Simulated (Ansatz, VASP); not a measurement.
**Ge (Germanium) in two plane-wave programs**

One calculation is typed for both programs; each brings its own data sets. How far apart do they land? The cell is taken from a series of runs on this material, whose earlier steps may have relaxed, scaled, displaced or heated it; both programs get it as it stands.

Main program and level: Ansatz 0.2.0; plane waves, with VASP 6.6.1 beside it; zone-centre phonons at PBEsol.

### Step 1. The starting structure

Symmetry: Fd-3m, No. 227, cubic system. The conventional cell has a = 5.704 Å, b = 5.704 Å, c = 5.704 Å, α = 90.00°, β = 90.00°, γ = 90.00°. Nearest to Ge lie 4 Ge at 2.47 Å.

Structure file:

```cif
data_structure
_symmetry_space_group_name_H-M 'P 1'
_symmetry_Int_Tables_number 1
_cell_length_a 4.0333
_cell_length_b 4.0333
_cell_length_c 4.0333
_cell_angle_alpha 60.000
_cell_angle_beta 60.000
_cell_angle_gamma 60.000
_cell_volume 46.40
loop_
_atom_site_label
_atom_site_type_symbol
_atom_site_fract_x
_atom_site_fract_y
_atom_site_fract_z
_atom_site_occupancy
Ge1 Ge 0.00000 0.00000 0.00000 1
Ge2 Ge 0.25000 0.25000 0.25000 1
```

### Step 2. VASP: zone-centre phonons, PBEsol

Second derivatives magnify differences that forces hide, and they need a tight electronic threshold.

Lines of VASP's logs that name or quote its potential files are left out, and so is its time.

The input, INCAR:

```
SYSTEM = Ge
PREC = Accurate
ENCUT = 500
EDIFF = 1E-08
NELM = 120
ISMEAR = 1
SIGMA = 0.2
LREAL = .FALSE.
ALGO = Normal
GGA = PS
NBANDS = 20
LORBIT = 11
LWAVE = .FALSE.
LCHARG = .FALSE.
ISIF = 2
IBRION = 8
LASPH = .TRUE.
GGA_COMPAT = .FALSE.
KPAR = 2
```

The input, POSCAR:

```
Ge
1.0
    0.0000000000      2.8520032159      2.8520032159
    2.8520032159      0.0000000000      2.8520032159
    2.8520032159      2.8520032159      0.0000000000
Ge
2
Direct
    0.0000000000      0.0000000000      0.0000000000
    0.2500000000      0.2500000000      0.2500000000
```

The input, KPOINTS:

```
Automatic mesh
0
Gamma
16 16 16
0 0 0
```

Potentials, in the order of the species: Ge_d (PBE family, release 64).

Command:

```
$ mpirun -np 2 vasp_std
```

Numbers of over 12 decimals in the logs are rounded to 6 here.

Log:

```text
[banner, memory and clock lines left out]
running    2 mpi-ranks, on    1 nodes
 distrk:  each k-point on    1 cores,    2 groups
 distr:  one band on    1 cores,    1 groups

 POSCAR found type information on POSCAR Ge
 POSCAR found :  1 types and       2 ions
|                                                                             |
|               ----> ADVICE to this user running VASP <----                  |
|                                                                             |
|     You enforced a specific xc type in the INCAR file but a different       |
|     [... a line on the potential file left out ...]
|     I HOPE YOU KNOW WHAT YOU ARE DOING!                                     |
|                                                                             |

 LDA part: xc-table for (Slater+PW92), standard interpolation
 POSCAR, INCAR and KPOINTS ok, starting setup
 FFT: planning ... GRIDC
 FFT: planning ... GRID_SOFT
 FFT: planning ... GRID
 WAVECAR not read
 entering main loop
       N       E                     dE             d eps       ncg     rms          rms(c)
DAV:   1     0.177984633035E+03    0.17798E+03   -0.14614E+04  6208   0.371E+03
DAV:   2     0.151374980659E+02   -0.16285E+03   -0.15835E+03  5808   0.583E+02
DAV:   3    -0.921256387725E+01   -0.24350E+02   -0.24138E+02  6568   0.143E+02
DAV:   5    -0.100136678885E+02   -0.13499E-01   -0.13499E-01  6488   0.431E+00    0.315E+00
DAV:   6    -0.991737544187E+01    0.96292E-01   -0.34675E-02  7776   0.238E+00    0.180E+00
DAV:   7    -0.987115349209E+01    0.46222E-01   -0.57425E-02  6204   0.254E+00    0.156E-01
DAV:   8    -0.987212135002E+01   -0.96786E-03   -0.68716E-03  6576   0.124E+00    0.467E-02
DAV:   9    -0.987219791268E+01   -0.76563E-04   -0.30263E-04  7112   0.289E-01    0.127E-02
DAV:  10    -0.987221661496E+01   -0.18702E-04   -0.27026E-05  6388   0.457E-02    0.516E-03
DAV:  11    -0.987221748211E+01   -0.86715E-06   -0.63212E-06  7900   0.417E-02    0.182E-03
DAV:  12    -0.987221717705E+01    0.30506E-06   -0.11194E-06  7692   0.201E-02    0.283E-04
DAV:  13    -0.987221713067E+01    0.46371E-07   -0.30329E-08  6360   0.178E-03    0.984E-05
DAV:  14    -0.987221712315E+01    0.75188E-08   -0.19800E-09  3808   0.793E-04
   1 F= -.98722171E+01 E0= -.98722449E+01  d E =0.832165E-04
 Linear response reoptimize wavefunctions to high precision
DAV:   1    -0.987221712557E+01   -0.24111E-08   -0.34347E-10  3772   0.246E-04
DAV:   2    -0.987221712560E+01   -0.31832E-10   -0.90416E-11  3380   0.118E-04
 Linear response DOF=           1
 Linear response progress:
  Degree of freedom:   1/  1
       N       E                     dE             d eps       ncg     rms          rms(c)
RMM:   1    -0.186814283882E+00   -0.18681E+00    0.82553E+00 30360   0.446E+01
RMM:   2    -0.193944731519E+00   -0.71304E-02   -0.12797E-02 40315   0.106E+00    0.722E-02
RMM:   3    -0.193959705665E+00   -0.14974E-04   -0.90701E-04 42547   0.309E-01    0.417E-02
RMM:   4    -0.193859330208E+00    0.10038E-03   -0.60524E-05 45374   0.788E-02    0.448E-03
RMM:   5    -0.193859415016E+00   -0.84809E-07   -0.17067E-06 43828   0.175E-02    0.229E-03
RMM:   6    -0.193865394626E+00   -0.59796E-05   -0.24579E-07 44293   0.483E-03    0.297E-04
RMM:   7    -0.193864396292E+00    0.99833E-06   -0.23531E-08 45692   0.153E-03    0.181E-04
RMM:   8    -0.193863268697E+00    0.11276E-05   -0.53154E-08 46162   0.561E-04    0.404E-05
RMM:   9    -0.193863210092E+00    0.58605E-07    0.27005E-08 46503   0.232E-04    0.189E-05
RMM:  10    -0.193863368752E+00   -0.15866E-06   -0.39357E-08 46765   0.103E-04    0.568E-06
RMM:  11    -0.193863404563E+00   -0.35811E-07   -0.46777E-08 47354   0.556E-05    0.268E-06
RMM:  12    -0.193863424258E+00   -0.19695E-07   -0.19098E-08 46440   0.358E-05    0.163E-06
RMM:  13    -0.193863438312E+00   -0.14053E-07   -0.15097E-08 42347   0.272E-05    0.353E-07
RMM:  14    -0.193863440646E+00   -0.23346E-08   -0.92637E-09 35750   0.229E-05    0.915E-08
 first order change of Fermi-energy   0.73051E-04
 force on displaced ion       1 direction 1 : -10.291  -0.000  -0.000
 Linear response finished
```

OUTCAR, selected parts (step 2):

```text
ion  position               nearest neighbor table
   1  0.000  0.000  0.000-   2 2.47   2 2.47   2 2.47   2 2.47
   2  0.250  0.250  0.250-   1 2.47   1 2.47   1 2.47   1 2.47

  LATTYP: Found a face centered cubic cell.
 ALAT       =     5.7040064318

 Subroutine GETGRP returns: Found 48 space group operations
 (whereof 24 operations were pure point group operations)

The static configuration has the point symmetry T_d .
 The point group associated with its full space group is O_h .

 Found    145 irreducible k-points:

   k-points           NKPTS =    145   k-points in BZ     NKDIM =    145   number of bands    NBANDS=     20

   dimension x,y,z NGX =    30 NGY =   30 NGZ =   30
   dimension x,y,z NGXF=    60 NGYF=   60 NGZF=   60

   ENCUT  =  500.0 eV  36.75 Ry    6.06 a.u.   7.35  7.35  7.35*2*pi/ulx,y,z

   NELECT =      28.0000    total number of electrons

 k-points in reciprocal lattice and weights: Automatic mesh
   0.00000000  0.00000000  0.00000000       0.000
   0.06250000  0.00000000  0.00000000       0.002
   0.12500000  0.00000000  0.00000000       0.002
   0.18750000  0.00000000  0.00000000       0.002
   0.25000000  0.00000000  0.00000000       0.002
   0.31250000  0.00000000  0.00000000       0.002
   0.37500000  0.00000000  0.00000000       0.002
   0.43750000  0.00000000  0.00000000       0.002
   0.50000000  0.00000000  0.00000000       0.001
[...]
-0.31250000  0.50000000  0.18750000       0.003
  -0.25000000  0.50000000  0.25000000       0.001

 average (electrostatic) potential at core
       1 -74.3773       2 -74.3773

  Total       -0.3176496     -0.3176496     -0.3176496     -0.0000000      0.0000000     -0.0000000
  in kB      -10.9692980    -10.9692980    -10.9692980     -0.0000000      0.0000000     -0.0000000
  external PRESSURE =     -10.9692980 kB  Pullay stress =       0.0000000 kB

  energy-cutoff  :      500.00
  volume of cell :       46.40
      direct lattice vectors                 reciprocal lattice vectors
     0.000000000  2.852003216  2.852003216    -0.175315370  0.175315370  0.175315370
     2.852003216  0.000000000  2.852003216     0.175315370 -0.175315370  0.175315370
     2.852003216  2.852003216  0.000000000     0.175315370  0.175315370 -0.175315370

 POSITION                                       TOTAL-FORCE (eV/Angst)
 -----------------------------------------------------------------------------------
      0.00000      0.00000      0.00000         0.000000      0.000000     -0.000000
      1.42600      1.42600      1.42600        -0.000000     -0.000000      0.000000
 -----------------------------------------------------------------------------------
    total drift:                                0.000000     -0.000000      0.000000

 Eigenvectors and eigenvalues of the dynamical matrix
 ----------------------------------------------------

   1 f  =    8.323191 THz    52.296153 2PiTHz  277.631774 cm-1    34.421937 meV
             X         Y         Z           dx          dy          dz
      0.000000  0.000000  0.000000     0.000000   -0.707107    0.000000
      1.426002  1.426002  1.426002     0.000000    0.707107    0.000000

   2 f  =    8.323191 THz    52.296153 2PiTHz  277.631774 cm-1    34.421937 meV
             X         Y         Z           dx          dy          dz
      0.000000  0.000000  0.000000    -0.707107    0.000000    0.000000
      1.426002  1.426002  1.426002     0.707107    0.000000    0.000000

   3 f  =    8.323191 THz    52.296153 2PiTHz  277.631774 cm-1    34.421937 meV
             X         Y         Z           dx          dy          dz
      0.000000  0.000000  0.000000     0.000000    0.000000   -0.707107
      1.426002  1.426002  1.426002     0.000000    0.000000    0.707107

   4 f  =    0.000000 THz     0.000000 2PiTHz    0.000000 cm-1     0.000000 meV
             X         Y         Z           dx          dy          dz
      0.000000  0.000000  0.000000     0.707107    0.000000    0.000000
      1.426002  1.426002  1.426002     0.707107    0.000000    0.000000

   5 f  =    0.000000 THz     0.000000 2PiTHz    0.000000 cm-1     0.000000 meV
             X         Y         Z           dx          dy          dz
      0.000000  0.000000  0.000000     0.000000    0.707107    0.000000
      1.426002  1.426002  1.426002     0.000000    0.707107    0.000000

   6 f  =    0.000000 THz     0.000000 2PiTHz    0.000000 cm-1     0.000000 meV
             X         Y         Z           dx          dy          dz
      0.000000  0.000000  0.000000     0.000000    0.000000    0.707107
      1.426002  1.426002  1.426002     0.000000    0.000000    0.707107

 ELASTIC MODULI CONTR FROM IONIC RELAXATION (kBar)
 Direction    XX          YY          ZZ          XY          YZ          ZX
 --------------------------------------------------------------------------------
 XX          -0.0000      0.0000      0.0000      0.0000      0.0000      0.0000
 YY           0.0000     -0.0000      0.0000     -0.0000      0.0000     -0.0000
 ZZ           0.0000     -0.0000     -0.0000      0.0000      0.0000     -0.0000
 XY           0.0000      0.0000      0.0000   -187.3116      0.0000      0.0000
 YZ           0.0000      0.0000      0.0000      0.0000   -187.3116      0.0000
 ZX           0.0000     -0.0000      0.0000     -0.0000      0.0000   -187.3116
 --------------------------------------------------------------------------------
```

### Step 3. Ansatz: zone-centre phonons, PBEsol

Ansatz runs on its default PAW (the set named soft_2) files.

The same cell, functional, mesh and smearing now go to Ansatz, which takes its cutoff from its data sets.

The input, input.yaml:

```yaml
crystal:
  lattice:
    - [0.0, 2.8520032159, 2.8520032159]
    - [2.8520032159, 0.0, 2.8520032159]
    - [2.8520032159, 2.8520032159, 0.0]
  atoms:
    - { symbol: Ge, position: [0.0, 0.0, 0.0] }
    - { symbol: Ge, position: [0.25, 0.25, 0.25] }
kpoints:
  mp_grid: { grid: [16, 16, 16] }
hamiltonian:
  xc: pbesol
scf:
  occupations: { method: methfessel_paxton, width: 0.2 }
output:
  eigenvalues: true
phonons:
  method: dfpt
```

Command:

```
$ ansatz run input.yaml --threads 4 --pin off --max-ram 8192MiB --backend cpu --events-out ev --progress --plain --runs-dir out
```

Log:

```text
zone centre: on kpoints.mp_grid the ground state, and the responses unless they are solved on pairs of k-points, stand on 349 of the mesh's 4096 k-points, reduced under 8 symmetry operations, with k and −k counted as one. Each operation leaves every solved displacement unchanged or reverses it
Engine: ansatz 0.2.0, x86_64-unknown-linux-gnu
Pseudopotentials: kind: paw
Pseudopotential: Ge, paw, valence charge 14, recommended cutoff 420 eV (normal), Ge.paw.azcp
Functional definition: PBEsol
  exchange = pbesol_x
  correlation = pbesol_c
Crystal: 2 atoms, lattice volume = 46.396 Å³
Basis set: ecut = 420 eV, 893 PW (Γ), exchange–correlation on 64×64×64 points (8 copies of the dense FFT grid, shifted against one another)
Bands: 18, of which v1, the nominal top of the filled ones, is band 14 counted from 1 (13 counted from 0)
Symmetry: 48 space group operations
k-points: 349 of 4096 (irreducible under 8 space group operations, time reversal used)
Non-local potential: Ge, projectors of the file, l = 0: 2, l = 1: 2, l = 2: 3, l = 3: 1
PAW form: soft (Blöchl's): semilocal exchange-correlation on the pseudo side does not see the compensation charge
PAW frozen core: Ge, regenerated for the run's functional, and the local potential with it (the file was generated under x = pbe(κ = 0.804, μ = 0.219515), c = pbe(β = 0.066725))
PAW one-centre angular grid: Ge, 590 points (default); XC on 64 Gauss nodes
Initial density: superposition of atomic densities (neutral atoms: chi_scale 0, normalization atom), corrected by the library's trained network
Initial wavefunctions: pseudopotential atomic-orbital guess
Functional: x = pbesol(κ = 0.804, μ = 0.123457), c = pbesol(β = 0.046)
SCF iter   1: F=—  HF=-8506.993256 eV  |F-HF|=—  |Δ(HF+E_count)|=         —  Δρ=2.79e-3  dr2=4.51e-3  ethr=1.77e-3  ⟨swp⟩=5.0  Hψ=26816  notcnv=0
preconditioner: auto → Kerker (q_TF=auto, 2.508 Å⁻¹)  [metal: Δε(μ)=0.089 eV  Ē_g=23.252 eV  σ=0.200 eV  W_gap=0.34  n_scr=14 (ndim 8)  ℏωp=28.8 eV  f_vac=0.082  D(μ)=0.06/eV (n_scr^D=0)]
SCF iter   2: F=—  HF=-8506.992000 eV  |F-HF|=—  |Δ(HF+E_count)|=   1.26e-3  S|Δr|=    0.00e0  Δρ=1.89e-3  dr2=2.30e-3  ethr=1.61e-5  ⟨swp⟩=1.6  Hψ=9851  notcnv=0
SCF iter   3: F=—  HF=-8506.992081 eV  |F-HF|=—  |Δ(HF+E_count)|=   8.12e-5  S|Δr|=    0.00e0  Δρ=9.27e-4  dr2=2.52e-4  ethr=8.23e-6  ⟨swp⟩=2.0  Hψ=11170  notcnv=0
SCF iter   4: F=—  HF=-8506.991996 eV  |F-HF|=—  |Δ(HF+E_count)|=   8.46e-5  S|Δr|=    0.00e0  Δρ=3.62e-4  dr2=1.28e-4  ethr=9.01e-7  ⟨swp⟩=2.0  Hψ=11171  notcnv=0
SCF iter   5: F=—  HF=-8506.991974 eV  |F-HF|=—  |Δ(HF+E_count)|=   2.22e-5  S|Δr|=    0.00e0  Δρ=1.73e-4  dr2=1.26e-5  ethr=4.56e-7  ⟨swp⟩=2.0  Hψ=11171  notcnv=0
SCF iter   6: F=—  HF=-8506.991986 eV  |F-HF|=—  |Δ(HF+E_count)|=   1.21e-5  S|Δr|=    0.00e0  Δρ=4.16e-5  dr2=3.48e-7  ethr=4.48e-8  ⟨swp⟩=2.0  Hψ=7696  notcnv=0
SCF iter   7: F=—  HF=-8506.991987 eV  |F-HF|=—  |Δ(HF+E_count)|=   9.03e-7  S|Δr|=    0.00e0  Δρ=1.90e-5  dr2=6.74e-8  ethr=1.24e-9  ⟨swp⟩=2.4  Hψ=11069  notcnv=0
SCF iter   8: F=—  HF=-8506.991987 eV  |F-HF|=—  |Δ(HF+E_count)|=   6.24e-8  S|Δr|=    0.00e0  Δρ=4.84e-6  dr2=4.46e-9  ethr=2.41e-10  ⟨swp⟩=2.0  Hψ=10729  notcnv=0
SCF iter   9: F=—  HF=-8506.991987 eV  |F-HF|=—  |Δ(HF+E_count)|=   4.32e-9  S|Δr|=    0.00e0  Δρ=5.01e-7  dr2=4.82e-11  ethr=1.59e-11  ⟨swp⟩=2.0  Hψ=11171  notcnv=0
SCF iter  10: F=-8506.991987 eV  HF=-8506.991987 eV  |F-HF|=0.00e0  |Δ(HF+E_count)|=  3.82e-11  S|Δr|=    0.00e0  Δρ=1.68e-8  dr2=7.27e-14  ethr=1.00e-12  ⟨swp⟩=5.0  Hψ=27063  notcnv=0
SCF 1 converged in 10 iterations: F = -8506.991987 eV  dr2 = 7.27e-14
  greatest PAW one-centre occupation: 0.998 electrons in one spin orbital (limit 2), on the Ge atom at site 1 (counted from 0), in its partial waves of l = 2
DFPT response loops at Γ: preconditioner auto → Kerker (q_TF=auto, 2.508 Å⁻¹) (partly filled bands, converged f_vac=0.067); β = 1.00, the filter's whole step (`scf.mixing.beta` (0.50) is not read by the response loops under this deck's `scf.mixing.preconditioner`; to damp them name `kerker` or `kerker_dos`, under which they read `scf.mixing.beta`, and type it under 1.00, their step now; both keys bind the ground state too); Broyden in place of MSR1
SCF converged after 10 iterations
Stability not checked: this state was not tested for a lower state beside it, because cold or Methfessel-Paxton smearing, or corrected tetrahedra, fill the levels in a way that the test cannot read (fill_not_monotonic; see scf.lower_state_search)
Free energy (F): -8506.991987 eV
Harris-Foulkes:  -8506.991987 eV  (|F-HF|=0.00e0)
Internal energy: -8506.992061 eV  (E = F + TS)
E sigma→0 (E₀):  -8506.992006 eV
Entropy (-TS):   0.000074 eV (0.037 meV/atom)
Fermi energy:    8.123095 eV
Step filling:    the computed levels leave a gap of 0.0000 eV = 0.0 smearing widths at the electron count; against every level under it full and every level over it empty, smearing changes F+E_penalty+E_count by +0.049 meV and its σ→0 estimate by +0.031 meV
--- Per-component energies (eV) ---
  E_band       = -310.265571
  E_kinetic    = 222.564804
  E_local      = -4979.127945  (includes V_loc(G=0)·N_el)
  E_nonlocal   = 840.002431
  E_hartree    = 2180.829183
  E_xc         = -149.682297
  E_vxc        = -129.125446  (∫ρ·V_xc dr)
  E_paw        = -3958.038108  (= ΣΔE_a)
  E_vpaw       = -626.238253  (= ΣTr[D̂ρ^β])
  E_aug_tail   = 0.000464  (compensation charges beyond the density's cutoff)
  E_ewald      = -2665.376464
  E_core_change = 1.835872  (= ΣΔE_core)
  E_smearing   = 0.000074  (= −TS)
  E_closure    = -0.000000  (closes the sum)
  Σ components = -8506.991987   (vs F -8506.991987, Δ=0.00e0)
--- Band table (eV; the first three rows and the last of 349) ---
  k-point 0: bands = [... 10 lower, -4.4897, 7.8846, 8.1212, 8.1212, 8.1212, 10.6372, 10.6372, 10.6372]
  k-point 1: bands = [... 10 lower, -4.4429, 6.8940, 8.0257, 8.0257, 8.7988, 10.7646, 10.7646, 10.8234]
  k-point 2: bands = [... 10 lower, -4.3034, 5.7104, 7.7952, 7.7952, 9.0105, 11.0741, 11.0741, 11.4919]
  k-point 348: bands = [... 10 lower, -0.5962, -0.5962, 4.2995, 4.2995, 12.3048, 12.3048, 12.7379, 12.7379]
--- Phonons (Γ-DFPT): 1 representative perturbation + reference, on 349 of 4096 k-points (Σ response iterations 3) ---
  k mesh reduced under 8 symmetry operations, with k and −k counted as one. Each operation leaves every solved displacement unchanged or reverses it
  ASR residual: 5.230e-6 → 0.000e0 eV/Å²; symmetrization residual: 8.690e-13 eV/Å²
  ASR residual per site (eV/Å²): 5.23e-6 5.23e-6
  Γ frequencies (cm⁻¹): 0.00 0.00 0.00 277.98 277.98 277.98
  non-analytic LO–TO correction: not included (Born effective charges unavailable; polar crystals: no LO–TO splitting at Γ)
```

Reading the cycles: dr2 is the Hartree energy of the density residual (eV), the measure of convergence; HF is the Harris–Foulkes estimate of the energy, which meets the free energy F at convergence.

### Step 4. Differences

Known differences besides the potentials themselves: the cutoff is 420 eV in Ansatz and 500 eV in VASP; Ansatz makes its cores anew for this functional, VASP keeps those of its PBE data sets. Total energies have different zeros and are not compared.

Compared:

```csv
quantity,Ansatz,VASP,difference
optical mode 1 to 3 (cm⁻¹),278.0,277.6,+0.13 %
```

Modes are paired by rising frequency, not by their patterns, so a pair may set unlike modes beside each other; they are those without the splitting of longitudinal modes.

### Step 5. Results

```
r.m.s. difference of the optical zone-centre modes, each program's sorted by frequency (zone-centre phonons, PBEsol) : 0.35 cm⁻¹
```

**Reading.** The r.m.s. difference of the optical zone-centre modes, each program's sorted by frequency is 0.35 cm⁻¹ (zone-centre phonons, PBEsol). Such differences can come from data sets, numerical settings and the points named under the comparisons, not from the functional's error against experiment.

[Lines on the potential files, build, host, timing and source positions are cut from VASP's logs without a mark.]

[Logs are printed without paths, hosts, clocks, repeated set-up lines and the standing remarks that a program may print on its own settings, such as how far it seeks lower states.]

[Hosts, paths, dates, database ids (printed as entryN), source tags and the programs' standing remarks are cut or masked in the printed files.]
